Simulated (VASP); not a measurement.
An input for Ansatz (written as the equivalent of a VASP run, and not itself run):

Ansatz 0.2 input:
```yaml
crystal:
  lattice:
    - [1.7300000, -2.9964480, 0.0000000]
    - [1.7300000, 2.9964480, 0.0000000]
    - [0.0000000, 0.0000000, 5.5200000]
  atoms:
    - { symbol: Tl, position: [0.3333330, 0.6666670, 0.2500000] }
    - { symbol: Tl, position: [0.6666670, 0.3333330, 0.7500000] }
kpoints:
  mp_grid: { grid: [11, 11, 6] }
hamiltonian:
  xc: pbe
  pseudopotentials: { kind: paw }
scf:
  occupations: { method: methfessel_paxton, width: 0.1 }
  max_iter: 100
output: { forces: true, stress: true, eigenvalues: true }
```

Question: Translate this input to VASP (INCAR, KPOINTS, POSCAR, choice of POTCAR).

Answer: This is not unique; one that fits is 
### KPOINTS
```
Automatic mesh
0
Gamma
11 11 6
0 0 0
```

File POSCAR:
```
Tl
5.520
  0.3134057971  -0.5428347826   0.0000000000
  0.3134057971   0.5428347826   0.0000000000
  0.0000000000   0.0000000000   1.0000000000
Tl
2
direct
  0.3333330000   0.6666670000   0.2500000000
  0.6666670000   0.3333330000   0.7500000000
```

### INCAR
```
! general
SYSTEM  = Tl
PREC    = Accurate
ENCUT   = 400   ! plane-wave cut-off (eV)
LREAL   = .False.
LASPH   = .True.   ! aspherical one-centre terms

! electronic loop
EDIFF   = 1E-6   ! SCF stop (eV)
NELM    = 100
ALGO    = Normal   ! blocked Davidson
LMAXMIX = 4

! smearing
ISMEAR  = 1   ! Methfessel-Paxton
SIGMA   = 0.1   ! width (eV)

! functional
GGA     = PE   ! PBE

! ions
ISIF    = 2   ! forces and stress, cell fixed

! output
LWAVE   = .False.
LCHARG  = .False.
```

POTCAR, in this order: Tl_d (PBE.64 set). Program: vasp_std.

Limits of the translation: each code has its own PAW files, so the cut-off isn't converted (ENCUT is set for VASP's; basis.ecutwfc is left out, and Ansatz then takes the one that its files recommend); Ansatz stops its SCF on the density residual and VASP on the energy change (EDIFF).

The compound is Tl in the hcp structure. The cell was not relaxed at this level.
